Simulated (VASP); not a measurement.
Shape and ions are relaxed at each volume.

Consider the following.

```
ZnF2
1.0
    4.79863     0.00000     0.00000
    0.00000     4.79863     0.00000
    0.00000     0.00000     3.18341
Zn F
2 4
Direct
  0.00000   0.00000   0.00000
  0.50000   0.50000   0.50000
  0.30415   0.30415   0.00000
  0.80415   0.19585   0.50000
  0.19585   0.80415   0.50000
  0.69585   0.69585   0.00000
```

Calculation: PW91 GGA, VASP's PBE PAW potentials (set 64) (plane waves; VASP). Settings: 520 eV cut-off, 5×5×7 Γ-centred mesh, Gaussian smearing of 0.050 eV, potentials Zn F.

Give the energy at these volumes per atom, relative to the lowest: 11.43, 11.79, 12.16, 12.52, 12.89 Å³.

17.5, 4.7, 0.0, 2.1, 9.6 meV/atom. A third-order Birch-Murnaghan fit gives B0 = 94.9 GPa and B0′ = 6.0.

The compound is ZnF2 in the rutile structure. It was relaxed first, which changed the volume by +6 %.
